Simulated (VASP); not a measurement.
```
CELL_PARAMETERS angstrom
      1.95219    -3.38129     0.00000
      1.95219     3.38129     0.00000
      0.00000     0.00000     6.11972
ATOMIC_POSITIONS crystal
  Cd 0.00000 0.00000 0.00000
  I  0.33333 0.66667 0.28040
  I  0.66667 0.33333 0.71960
```

All values below come from LDA (Ceperley-Alder, Perdew-Zunger), VASP's LDA PAW potentials (set 64) (plane waves; VASP). Numerical set-up: 500 eV cut-off, 7×7×4 Γ-centred mesh, Gaussian smearing of 0.050 eV, potentials Cd I.

**Question.** Estimate the energy per atom (σ→0), pressure.

**Answer.** 
| Item | Result |
|---|---|
| energy per atom (σ→0) | -2238 meV/atom |
| pressure | 9.97 GPa |

The absolute energy has meaning only against runs of the same code, potentials and settings.

The compound is CdI2 in the 1T layered structure. It was relaxed first under an external pressure of 10 GPa.
